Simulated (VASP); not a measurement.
A VASP calculation is set up with these files.

INCAR:
```
SYSTEM = CsI
PREC = Accurate
ENCUT = 300
EDIFF = 1E-6
NELM = 100
ALGO = Normal
LREAL = .FALSE.
LASPH = .TRUE.
ISMEAR = 0
SIGMA = 0.01
GGA = PE
AEXX = 0.25
HFRCUT = -1
LHFCALC = .TRUE.
PRECFOCK = Fast
ISYM = 3
LMAXMIX = 4
LWAVE = .FALSE.
LCHARG = .FALSE.
ISIF = 2
```

### POSCAR
```
CsI
9.5496840
  0.5000000000   0.0000000000   0.0000000000
  0.0000000000   0.5000000000   0.0000000000
  0.0000000000   0.0000000000   0.5000000000
Cs I
1 1
Cartesian
  0.0000000000   0.0000000000   0.0000000000
  0.2500000000   0.2500000000   0.2500000000
```

### KPOINTS
```
Automatic mesh
0
Gamma
3 3 3
0 0 0
```

POTCAR, in this order: Cs_sv I (PBE.64 set). Program: vasp_std.

Question: Translate this PBE0 calculation to Quantum ESPRESSO's pw.x.

Answer: One equivalent input (not run):
```
&CONTROL
  calculation = 'scf'
  pseudo_dir = './pseudo'
  outdir = './out'
  tprnfor = .true.
  tstress = .false.
/
&SYSTEM
  ibrav = 0
  nat = 2
  ntyp = 2
  ecutwfc = 70
  occupations = 'smearing'
  smearing = 'gaussian'
  degauss = 0.000735
  input_dft = 'pbe0'
  nqx1 = 3
  nqx2 = 3
  nqx3 = 3
/
&ELECTRONS
  conv_thr = 7.3e-08
  electron_maxstep = 100
/
ATOMIC_SPECIES
  Cs 132.905 Cs.upf
  I 126.904 I.upf
CELL_PARAMETERS angstrom
     4.7748420    0.0000000    0.0000000
     0.0000000    4.7748420    0.0000000
     0.0000000    0.0000000    4.7748420
ATOMIC_POSITIONS crystal
  Cs   0.0000000  0.0000000  0.0000000
  I    0.5000000  0.5000000  0.5000000
K_POINTS automatic
  3 3 3 0 0 0
```
The two are equivalent in intent, not identical: the potentials are each code's own (VASP's PAW set, PseudoDojo norm-conserving files in pw.x), so ENCUT and ecutwfc are chosen apart and not converted; conv_thr bounds pw.x's estimated SCF error, while EDIFF bounds the energy change between steps; the singularity of exact exchange is treated differently by default.

The structure comes from a computed database's CsI entry; how it stands against other phases isn't given here. The cell was not relaxed at this level. The k-mesh is coarse (spacing up to 0.44 per Å, 2π included), so the numbers may not be converged in it. The run is one of a series of settings (KPOINTS 3×3×3 Γ-centred mesh against the base run), some of them coarse on purpose.
